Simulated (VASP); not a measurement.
Write the native input for VASP 6.6.1 that does the following.

```yaml
Task: relaxation of cell and atoms
Functional: PBE
Potentials_or_basis: VASP PAW PBE potentials, release 64 (K_sv, Ru_pv)
Cutoff: 600 eV
k_mesh: 4 × 4 × 4
Occupations: gaussian, width 0.1 eV
Spin: no spin polarisation
Dipole_correction: no
Further_INCAR_settings: ALGO = Normal; EDIFF = 1e-06; IBRION = 2; EDIFFG = -0.04; NSW = 90; ISIF = 3
```

The structure of KRu3 lies in POSCAR:

```
KRu3
1.0
    0.0000000000      3.7547799700      3.7547799700
    3.7547799700      0.0000000000      3.7547799700
    3.7547799700      3.7547799700      0.0000000000
K Ru
1 3
Direct
    0.0000000000      0.0000000000      0.0000000000
    0.7500000000      0.7500000000      0.7500000000
    0.5000000000      0.5000000000      0.5000000000
    0.2500000000      0.2500000000      0.2500000000
```

The cell was built by a generator and needn't be a form met in nature.

These files were run (other wordings do the same):

INCAR

```
SYSTEM = KRu3
ALGO = Normal
EDIFF = 1E-6
EDIFFG = -0.04
ENCUT = 600
GGA = PE
IBRION = 2
ISIF = 3
ISMEAR = 0
LASPH = .True.
LCHARG = .False.
LREAL = .False.
LWAVE = .False.
NELM = 100
NSW = 90
PREC = Accurate
SIGMA = 0.1
```

KPOINTS

```
k-points
0
Gamma
  4 4 4
  0 0 0
```

Potentials or basis: VASP PAW PBE potentials, release 64 (K_sv, Ru_pv).

The run is started by

```console
$ cat potpaw_PBE.64/K_sv/POTCAR potpaw_PBE.64/Ru_pv/POTCAR > POTCAR
$ mpirun -np 1 vasp_std > vasp.out
```

Results of the run:

| Quantity | Value |
| --- | --- |
| Relaxed volume | 16.25 Å³/atom |
| Relaxed cell | a = 4.513 Å, b = 4.513 Å, c = 4.513 Å, α = 60.00°, β = 60.00°, γ = 60.00° |
| Space group after relaxing (to 0.05 Å) | Fm-3m (No. 225) |
| Energy gained by relaxing | 1038.1 meV/atom |
| Ionic steps | 3 |
| Pressure after relaxing | -0.1 GPa |
| Band gap on the k mesh | none (metal or under the smearing width) |

Caveat: the k mesh is coarse (spacing up to 0.36 Å⁻¹), so the values aren't converged; the volume moved by over 15 % at a fixed basis, so the end points are rough.

Wall time 68 s on 1 thread of Intel(R) Xeon(R) 6975P-C (Granite Rapids), with other jobs on the host, peak memory 0.27 GiB.
